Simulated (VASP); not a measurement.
Here is the system:

```xyz
3
Lattice="0.0081 3.2495 3.2495 3.2495 0.0081 3.2495 3.2576 3.2576 0.0000" Properties=species:S:1:pos:R:3 pbc="T T T"
Na     1.6288     1.6288     1.6247
Na     4.8864     4.8864     4.8742
S      0.0081     3.2495     3.2495
```

All values below come from PBEsol GGA, VASP's PBE PAW potentials (set 64) (plane waves; VASP). Numerical set-up: 480 eV cut-off, 6×6×6 Γ-centred mesh, Gaussian smearing of 0.050 eV, potentials Na_pv S.

Q: Predict the energy per atom (σ→0), band gap (on the k-mesh) with the smallest direct gap where there is one.

A: 
* **band gap (on the k-mesh)**: 2.42 eV
* **smallest direct gap (on the k-mesh)**: 2.42 eV
* **energy per atom (σ→0)**: -3.458 eV/atom

Only differences to runs with the same potentials and settings are physical.

The compound is Na2S in the antifluorite structure. This cell was strained or had an atom moved on purpose.
